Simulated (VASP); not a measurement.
The input files of a VASP run:

POSCAR:
```
MoS2
1
    1.4816593197    -2.5663073232     0.0000000000
    1.4816593197     2.5663073232     0.0000000000
    0.0000000000     0.0000000000    10.7562002355
Mo S
2 4
Direct
  0.3333330000   0.6666670000   0.2500000000
  0.6666670000   0.3333330000   0.7500000000
  0.3333330000   0.6666670000   0.8966316595
  0.6666670000   0.3333330000   0.3966316595
  0.6666670000   0.3333330000   0.1033683405
  0.3333330000   0.6666670000   0.6033683405
```

KPOINTS:
```
Automatic
0
gamma
  12 12 3
0 0 0
```

### INCAR
```
# general
SYSTEM  = MoS2
PREC    = Accurate
ENCUT   = 500
LREAL   = .FALSE.
LASPH   = .TRUE.

# electronic loop
EDIFF   = 1E-6
NELM    = 100
ALGO    = Normal
LMAXMIX = 4

# smearing
ISMEAR  = 1
SIGMA   = 0.1

# functional
GGA     = PS

# ions
IBRION  = 2
NSW     = 40
ISIF    = 3
EDIFFG  = -0.02
PSTRESS = 450

# output
LWAVE   = .FALSE.
LCHARG  = .FALSE.
```

POTCAR, in this order: Mo_sv S (PBE.64 set). Program: vasp_std.

**Question.** Write an equivalent input for Quantum ESPRESSO's pw.x.

**Answer.** One equivalent input (not run):
```
&CONTROL
  calculation = 'vc-relax'
  pseudo_dir = './pseudo'
  outdir = './out'
  tprnfor = .true.
  tstress = .true.
  nstep = 40
  forc_conv_thr = 0.00078
/
&SYSTEM
  ibrav = 0
  nat = 6
  ntyp = 2
  ecutwfc = 80
  occupations = 'smearing'
  smearing = 'methfessel-paxton'
  degauss = 0.00735
  input_dft = 'pbesol'
/
&ELECTRONS
  conv_thr = 7.3e-08
  electron_maxstep = 100
/
&IONS
/
&CELL
  press = 450
/
ATOMIC_SPECIES
  Mo 95.950 Mo.upf
  S 32.060 S.upf
CELL_PARAMETERS angstrom
     1.4816593   -2.5663073    0.0000000
     1.4816593    2.5663073    0.0000000
     0.0000000    0.0000000   10.7562002
ATOMIC_POSITIONS crystal
  Mo   0.3333330  0.6666670  0.2500000
  Mo   0.6666670  0.3333330  0.7500000
  S    0.3333330  0.6666670  0.8966317
  S    0.6666670  0.3333330  0.3966317
  S    0.6666670  0.3333330  0.1033683
  S    0.3333330  0.6666670  0.6033683
K_POINTS automatic
  12 12 3 0 0 0
```
What does not carry over: the potentials are each code's own (VASP's PAW set, PseudoDojo norm-conserving files in pw.x), so ENCUT and ecutwfc are chosen apart and not converted; conv_thr bounds pw.x's estimated SCF error, while EDIFF bounds the energy change between steps; forc_conv_thr acts on force components and is met together with etot_conv_thr.

The compound is MoS2 in the 2H layered structure. This run relaxes it under an external pressure of 45 GPa. Symmetry was kept, so distortions that lower it aren't found.
